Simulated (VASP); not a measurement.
Here is the system:

```
ZrO2
1.0
    5.28514     0.00000     0.00000
    0.00000     5.07662     0.00000
    0.00000     0.00000     5.10253
Zr O
4 8
Direct
  0.03038   0.73348   0.74885
  0.96962   0.26652   0.24885
  0.46962   0.73348   0.24885
  0.53038   0.26652   0.74885
  0.23026   0.46312   0.50052
  0.76974   0.53688   0.00052
  0.26974   0.46312   0.00052
  0.73026   0.53688   0.50052
  0.36549   0.93218   0.60664
  0.63451   0.06782   0.10664
  0.13451   0.93218   0.10664
  0.86549   0.06782   0.60664
```

Level of theory: r2SCAN meta-GGA, VASP's PBE PAW potentials (set 64) (plane waves; VASP). Settings: 520 eV cut-off, 5×5×5 Γ-centred mesh, tetrahedra with Blöchl corrections, potentials Zr_sv O.

Question: Give the energies of bands 42 to 55 at the high-symmetry points, in eV from the valence-band maximum.

Answer: 
| band | Γ | X | S | Y | Z | U | R | T |
|---|---|---|---|---|---|---|---|---|
| 42 | -1.17 | -1.54 | -1.56 | -1.28 | -1.67 | -1.39 | -1.44 | -1.52 |
| 43 | -1.07 | -0.78 | -1.00 | -0.93 | -0.87 | -1.39 | -1.44 | -1.46 |
| 44 | -0.92 | -0.78 | -1.00 | -0.85 | -0.87 | -1.39 | -1.44 | -1.46 |
| 45 | -0.77 | -0.66 | -0.71 | -0.75 | -0.37 | -0.70 | -0.83 | -0.94 |
| 46 | -0.27 | -0.66 | -0.71 | -0.41 | -0.37 | -0.70 | -0.83 | -0.94 |
| 47 | -0.12 | -0.43 | -0.47 | -0.18 | -0.26 | -0.70 | -0.83 | -0.38 |
| 48 | 0.00 | -0.43 | -0.47 | -0.12 | -0.26 | -0.70 | -0.83 | -0.38 |
| 49 | 4.90 | 5.05 | 4.68 | 4.38 | 4.53 | 4.99 | 4.58 | 4.47 |
| 50 | 4.92 | 5.05 | 4.68 | 4.79 | 4.53 | 4.99 | 4.58 | 4.47 |
| 51 | 5.12 | 5.39 | 4.94 | 4.90 | 5.07 | 4.99 | 4.58 | 4.75 |
| 52 | 5.42 | 5.39 | 4.94 | 5.41 | 5.07 | 4.99 | 4.58 | 4.75 |
| 53 | 5.46 | 5.58 | 5.45 | 5.52 | 5.93 | 5.92 | 5.58 | 5.72 |
| 54 | 5.74 | 5.58 | 5.45 | 5.96 | 5.93 | 5.92 | 5.58 | 5.72 |
| 55 | 5.89 | 5.85 | 6.03 | 6.15 | 5.96 | 5.92 | 5.58 | 6.07 |

The gap is indirect, 4.37 eV, from the valence maximum at Γ to the conduction minimum at (0.20, 0.40, 0.40).

The structure comes from a computed database's ZrO2 entry (Pca2_1); how it stands against other phases isn't given here. It was relaxed first.
